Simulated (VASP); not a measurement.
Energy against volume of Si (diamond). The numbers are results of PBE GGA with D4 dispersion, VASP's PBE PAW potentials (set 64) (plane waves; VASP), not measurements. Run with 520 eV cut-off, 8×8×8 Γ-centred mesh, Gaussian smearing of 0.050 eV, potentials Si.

| V (Å³/atom) | E (eV/atom) |
|---|---|
| 19.281 | -5.74685 |
| 19.877 | -5.75249 |
| 20.473 | -5.74755 |
| 21.070 | -5.73371 |

Q: Fit these four points and predict the energy of the run at 18.684 Å³/atom.

A: A cubic in V^(−2/3), the third-order Birch-Murnaghan form, passes through the four points with V0 = 19.88 Å³/atom and B0 = 95 GPa, and gives -5.7286 eV/atom there. The run gave -5.7287 eV/atom, -0.2 meV/atom from the fit; all five points give B0 = 94 GPa.

The compound is Si in the diamond structure. It was relaxed first.
